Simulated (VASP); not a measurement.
**IrPd (space group R-3m): computed properties**

These are LDA (Ceperley-Alder, Perdew-Zunger), VASP's LDA PAW potentials (set 64) (plane waves; VASP) values and carry that method's errors.

```json
{
 "space_group": "R-3m (166)",
 "cell": "a = 2.703 Å, b = 2.703 Å, c = 13.248 Å, α = 90.00°, β = 90.00°, γ = 120.00°",
 "volume_per_atom": "13.97 Å³/atom",
 "band gap (over mesh and band path)": "none (metal, semimetal or under 0.01 eV)",
 "band_gap_with_spin_orbit_coupling": "none (metallic)",
 "density": "17.74 g/cm³"
}
```

```xyz
2
Lattice="1.3517 0.7804 4.4159 -1.3517 0.7804 4.4159 0.0000 -1.5608 4.4159" Properties=species:S:1:pos:R:3 pbc="T T T"
Pd     0.0000     0.0000     6.6238
Ir     0.0000     0.0000     0.0000
```

Unless said otherwise, spin-orbit coupling is left out, though it shifts the bands of the heavy elements here.

The structure comes from a computed database's IrPd entry (R-3m); how it stands against other phases isn't given here. It was relaxed first, which changed the volume by -6 %. Symmetry was kept, so distortions that lower it aren't found. The electron count is odd and the run is not spin-polarised, which forces a metal.
